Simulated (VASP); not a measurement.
An input for Quantum ESPRESSO's pw.x (written as the equivalent of a VASP run, and not itself run):

```
&CONTROL
  calculation = 'vc-relax'
  pseudo_dir = './pseudo'
  outdir = './out'
  tprnfor = .true.
  tstress = .true.
  nstep = 40
  forc_conv_thr = 0.00078
/
&SYSTEM
  ibrav = 0
  nat = 4
  ntyp = 2
  ecutwfc = 70
  occupations = 'smearing'
  smearing = 'gaussian'
  degauss = 0.003675
  input_dft = 'pbesol'
/
&ELECTRONS
  conv_thr = 7.3e-08
  electron_maxstep = 100
/
&IONS
/
&CELL
  press = 300
/
ATOMIC_SPECIES
  In 114.818 In.upf
  P 30.974 P.upf
CELL_PARAMETERS angstrom
     3.8768204   -0.0000000    0.0000000
    -1.9384102    3.3574268    0.0000000
     0.0000000    0.0000000    6.4227502
ATOMIC_POSITIONS crystal
  In   0.3333330  0.6666670  0.0018183
  In   0.6666670  0.3333330  0.5018183
  P    0.3333330  0.6666670  0.3731817
  P    0.6666670  0.3333330  0.8731817
K_POINTS automatic
  7 7 4 0 0 0
```

**Question.** Translate this input to VASP (INCAR, KPOINTS, POSCAR, choice of POTCAR).

**Answer.** This is not unique; one that fits is 
### INCAR
```
SYSTEM = InP
PREC = Accurate
ENCUT = 500
EDIFF = 1E-6
NELM = 100
ALGO = Normal
LREAL = .FALSE.
LASPH = .TRUE.
ISMEAR = 0
SIGMA = 0.05
GGA = PS
LMAXMIX = 4
LWAVE = .FALSE.
LCHARG = .FALSE.
IBRION = 2
ISIF = 3
NSW = 40
EDIFFG = -0.02
PSTRESS = 300
```

File KPOINTS:
```
Automatic mesh
0
Gamma
7 7 4
0 0 0
```

POSCAR:
```
InP
1
    3.8768203920    -0.0000000001     0.0000000000
   -1.9384101963     3.3574268247     0.0000000000
    0.0000000000     0.0000000000     6.4227501749
In P
2 2
Direct
  0.3333330000   0.6666670000   0.0018183237
  0.6666670000   0.3333330000   0.5018183237
  0.3333330000   0.6666670000   0.3731816763
  0.6666670000   0.3333330000   0.8731816763
```

POTCAR, in this order: In_d P (PBE.64 set). Program: vasp_std.

Limits of the translation: the potentials are each code's own (VASP's PAW set, PseudoDojo norm-conserving files in pw.x), so ENCUT and ecutwfc are chosen apart and not converted; conv_thr bounds pw.x's estimated SCF error, while EDIFF bounds the energy change between steps; forc_conv_thr acts on force components and is met together with etot_conv_thr.

The structure was generated: InP was put into the wurtzite type (P6_3mc), which need not be its known phase. This run relaxes it under an external pressure of 30 GPa. Symmetry was kept, so distortions that lower it aren't found.
